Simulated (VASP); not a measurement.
Consider the following.

```xyz
4
Lattice="1.2572 -2.1776 0.0000 1.2572 2.1776 0.0000 0.0000 0.0000 4.1604" Properties=species:S:1:pos:R:3 pbc="T T T"
B      1.2572    -0.7259     2.0815
B      1.2572     0.7259     0.0012
N      1.2572    -0.7259     3.6391
N      1.2572     0.7259     1.5589
```

Level of theory: LDA (Ceperley-Alder, Perdew-Zunger), VASP's LDA PAW potentials (set 64) (plane waves; VASP 6.6.1). Settings: 620 eV cut-off, 10×10×5 Γ-centred mesh, Gaussian smearing of 0.050 eV, potentials B N.

Problem. Estimate the energy per atom (σ→0), pressure.

Solution. 
| Quantity | Value |
|---|---|
| energy per atom (σ→0) | -9.689 eV/atom |
| pressure | 5.00 GPa |

The compound is BN in the wurtzite structure, a metastable high-pressure form. It was relaxed first under an external pressure of 5 GPa.
